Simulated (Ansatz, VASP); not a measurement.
# Cross-check of SnTe between VASP and Ansatz, part 2 of 2

Wanted: the spread between two codes on one cell, functional and k mesh. The cell is taken from a series of runs on this material, whose earlier steps may have relaxed, scaled, displaced or heated it; both programs get it as it stands.

VASP 6.6.1 and Ansatz 0.2.0.

So far: The structure; VASP: zone-centre phonons, LDA, pair 1; Ansatz: zone-centre phonons, LDA, pair 1; Differences.

## 5. Ansatz: zone-centre phonons, LDA, pair 2

Level of this step: Ansatz beside VASP: Kohn-Sham DFT, plane waves, LDA (Ansatz).

Second derivatives magnify differences that forces hide, and they need a tight electronic threshold. The cell compared in this pair holds 55.77 Å³, against 54.56 Å³ for the pair before.

The cell is taken from a series of runs on this material, whose earlier steps may have relaxed, scaled, displaced or heated it; both programs get it as it stands.

input.yaml reads:

```yaml
crystal:
  lattice:
    - [0.0, 3.0323814307, 3.0323814307]
    - [3.0323814307, 0.0, 3.0323814307]
    - [3.0323814307, 3.0323814307, 0.0]
  atoms:
    - { symbol: Sn, position: [0.0, 0.0, 0.0] }
    - { symbol: Te, position: [0.5, 0.5, 0.5] }
kpoints:
  mp_grid: { grid: [12, 12, 12] }
hamiltonian:
  xc: lda
  pseudopotentials: { kind: paw, azcp: { folder: soft_1 }, xc_functional: pbe }
scf:
  occupations: { method: fixed }
output:
  eigenvalues: true
phonons:
  method: dfpt
```

Launch:

```console
ansatz run input.yaml --threads 4 --pin off --max-ram 10240MiB --backend cpu --events-out ev --progress --plain --runs-dir out
```

Numbers of over 12 decimals in the logs are rounded to 6 here.

Output:

```text
[...]
Crystal: 2 atoms, lattice volume = 55.768 Å³
Basis set: ecut = 420 eV, 1067 PW (Γ), exchange–correlation on 60×60×60 points (8 copies of the dense FFT grid, shifted against one another)
Bands: 19, of which v1, the nominal top of the filled ones, is band 15 counted from 1 (14 counted from 0)
Symmetry: 48 space group operations
k-points: 163 of 1728 (irreducible under 8 space group operations, time reversal used)
[...]
k-point 1: bands = [... 11 lower, 6.3165, 8.7839, 8.7839, 9.1971, 14.3450, 14.3450, 14.3758, 15.7626]
  k-point 2: bands = [... 11 lower, 5.2944, 8.8201, 8.8201, 9.8546, 13.5465, 13.5465, 13.6512, 15.8003]
  k-point 162: bands = [... 11 lower, 3.3406, 5.6526, 5.6526, 10.4140, 12.0209, 15.8221, 15.8221, 17.8027]
[...]
ASR residual: 5.508e-5 → 0.000e0 eV/Å²; symmetrization residual: 5.050e-6 eV/Å²
  ASR residual per site (eV/Å²): 5.51e-5 2.54e-5
  Γ frequencies (cm⁻¹): 0.00 0.00 0.00 71.93 71.93 71.93
[...]
[key lines of the parts left out:]
SCF converged after 8 iterations
Free energy (F): -12707.339122 eV
Fermi energy:    11.088281 eV
```

## 6. VASP: zone-centre phonons, LDA, pair 2

The same cell, functional (in two slightly different forms) and mesh now go to VASP, with its own data sets.

INCAR reads:

```
SYSTEM = SnTe
PREC = Accurate
ENCUT = 500
EDIFF = 1E-08
NELM = 120
ISMEAR = 0
SIGMA = 0.01
LREAL = .FALSE.
ALGO = Normal
GGA = PW92
NBANDS = 16
LORBIT = 11
LWAVE = .FALSE.
LCHARG = .FALSE.
ISIF = 2
IBRION = 8
LASPH = .TRUE.
GGA_COMPAT = .FALSE.
EFERMI = MIDGAP
KPAR = 2
```

POSCAR reads:

```
SnTe
1.0
    0.0000000000      3.0323814307      3.0323814307
    3.0323814307      0.0000000000      3.0323814307
    3.0323814307      3.0323814307      0.0000000000
Sn Te
1 1
Direct
    0.0000000000      0.0000000000      0.0000000000
    0.5000000000      0.5000000000      0.5000000000
```

KPOINTS reads:

```
Automatic mesh
0
Gamma
12 12 12
0 0 0
```

Potentials, in the order of the species: Sn_d and Te (LDA family, release 64).

Launch:

```console
mpirun -np 2 vasp_std
```

Output:

```text
[banner, memory and clock lines left out]
running    2 mpi-ranks, on    1 nodes
[...]
[... a notice as in an earlier step ...]

 LDA part: xc-table for (Slater(with rela. corr.)+PW92), standard interpolation
 POSCAR, INCAR and KPOINTS ok, starting setup
[...]
entering main loop
       N       E                     dE             d eps       ncg     rms          rms(c)
DAV:   1     0.124475893338E+03    0.12448E+03   -0.95761E+03  2320   0.146E+03
DAV:   2     0.119287494711E+01   -0.12328E+03   -0.12034E+03  2616   0.354E+02
DAV:   3    -0.852194121312E+01   -0.97148E+01   -0.96690E+01  2856   0.868E+01
DAV:   4    -0.878398074401E+01   -0.26204E+00   -0.26200E+00  2808   0.156E+01
[...]
DAV:  11    -0.874961499232E+01   -0.15676E-06   -0.63690E-06  3056   0.293E-02    0.606E-03
DAV:  12    -0.874961481587E+01    0.17645E-06   -0.76849E-07  2944   0.117E-02    0.291E-03
DAV:  13    -0.874961481321E+01    0.26589E-08   -0.61220E-08  2864   0.223E-03
   1 F= -.87496148E+01 E0= -.87496148E+01  d E =-.190987E-80
[...]
RMM:  14    -0.222219316603E+00    0.25903E-07    0.36967E-08 11153   0.405E-05    0.334E-05
RMM:  15    -0.222219248515E+00    0.68088E-07    0.18618E-08 10217   0.328E-05    0.425E-06
RMM:  16    -0.222219243250E+00    0.52652E-08    0.75831E-09 10081   0.268E-05    0.142E-06
 first order change of Fermi-energy   0.22981E-03
 force on displaced ion       1 direction 1 :  -1.223   0.000   0.000
 Linear response progress:
  Degree of freedom:   2/  2
       N       E                     dE             d eps       ncg     rms          rms(c)
RMM:   1    -0.475481395784E-01   -0.47548E-01    0.61530E-02 11109   0.951E-01
RMM:   2    -0.477167410981E-01   -0.16860E-03   -0.22017E-03  9751   0.244E-01    0.789E-02
RMM:   3    -0.478646327245E-01   -0.14789E-03   -0.18490E-04  9925   0.731E-02    0.545E-02
RMM:   4    -0.480897927423E-01   -0.22516E-03   -0.27740E-05  9764   0.350E-02    0.653E-03
[...]
RMM:  10    -0.480980595621E-01   -0.12563E-07    0.40418E-07 10530   0.268E-05    0.318E-06
RMM:  11    -0.480980428279E-01    0.16734E-07    0.20042E-08 10257   0.137E-05    0.133E-06
RMM:  12    -0.480980468597E-01   -0.40318E-08   -0.24095E-08  8708   0.110E-05    0.368E-07
 first order change of Fermi-energy  -0.27772E-03
 force on displaced ion       2 direction 1 :  -1.240   0.000   0.000
 Linear response finished
```

From OUTCAR (step 6):

```text
  Total        1.8011929      1.8011929      1.8011929     -0.0000000      0.0000000      0.0000000
  in kB       51.7474960     51.7474960     51.7474960     -0.0000000      0.0000000      0.0000000
  external PRESSURE =      51.7474960 kB  Pullay stress =       0.0000000 kB

 POSITION                                       TOTAL-FORCE (eV/Angst)
 -----------------------------------------------------------------------------------
      0.00000      0.00000      0.00000         0.000000      0.000000      0.000000
      3.03238      3.03238      3.03238        -0.000000     -0.000000     -0.000000
 -----------------------------------------------------------------------------------
    total drift:                                0.000000     -0.000000     -0.000000

[... 1 part as in an earlier step ...]

[... 1 further part left out ...]
```

## 7. Differences

What differs besides the data sets and the points named for the pairs above, as far as they apply: fixed occupations in Ansatz, narrow Gaussian smearing in VASP; the data sets hold 30 valence electrons in Ansatz (on its PAW soft_1 files) and 20 in VASP. Total energies have different zeros and are not compared.

Compared:

```
                  quantity  Ansatz  VASP  difference
optical mode 1 to 3 (cm⁻¹)    71.9  73.8     -2.53 %
```

Modes are paired by rising frequency, not by their patterns, so a pair may set unlike modes beside each other; they are those without the splitting of longitudinal modes.

## 8. Results

```json
{
 "r.m.s. difference of the optical zone-centre modes, each program's sorted by frequency (zone-centre phonons, LDA, pair 1)": "2.4 cm⁻¹",
 "difference in optical mode 1 to 3 (zone-centre phonons, LDA, pair 1)": "-2.9 %",
 "r.m.s. difference of the optical zone-centre modes, each program's sorted by frequency (zone-centre phonons, LDA, pair 2)": "1.9 cm⁻¹",
 "difference in optical mode 1 to 3 (zone-centre phonons, LDA, pair 2)": "-2.5 %"
}
```

In words: The r.m.s. difference of the optical zone-centre modes, each program's sorted by frequency is 2.4 cm⁻¹ (zone-centre phonons, LDA, pair 1). The data sets hold unlike numbers of valence electrons (30 in Ansatz and 20 in VASP), so part of the differences comes from the potentials. Among the rows given in per cent, the largest difference of the zone-centre phonons, LDA, pair 1 pair is in optical mode 1 to 3, -2.9 %. Among the rows given in per cent, the largest difference of the zone-centre phonons, LDA, pair 2 pair is in optical mode 1 to 3, -2.5 %. Such differences can come from data sets, numerical settings and the points named under the comparisons, not from the functional's error against experiment.

[Lines on the potential files, build, host, timing and source positions are cut from VASP's logs without a mark.]

[Logs are printed without paths, hosts, clocks, repeated set-up lines and the standing remarks that a program may print on its own settings, such as how far it seeks lower states.]

[Hosts, paths, dates, database ids (printed as entryN), source tags and the programs' standing remarks are cut or masked in the printed files.]
